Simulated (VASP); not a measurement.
Consider the following.

```xyz
2
Lattice="0.0000 2.5833 2.5833 2.5833 0.0000 2.5833 2.5833 2.5833 0.0000" Properties=species:S:1:pos:R:3 pbc="T T T"
Be     0.0000     0.0000     0.0000
Se     1.2916     1.2916     1.2916
```

Calculation: vdW-DF-cx, VASP's PBE PAW potentials (set 64) (plane waves; VASP). Settings: 520 eV cut-off, 10×10×10 Γ-centred mesh, tetrahedra with Blöchl corrections, potentials Be Se.

Q: Predict the energy per atom (σ→0), band gap (on the k-mesh) with the smallest direct gap where there is one.

A: 
- band gap (on the k-mesh) = 2.60 eV
- smallest direct gap (on the k-mesh) = 4.24 eV
- energy per atom (σ→0) = -3.467 eV/atom

The compound is BeSe in the zinc blende structure. It was relaxed first.
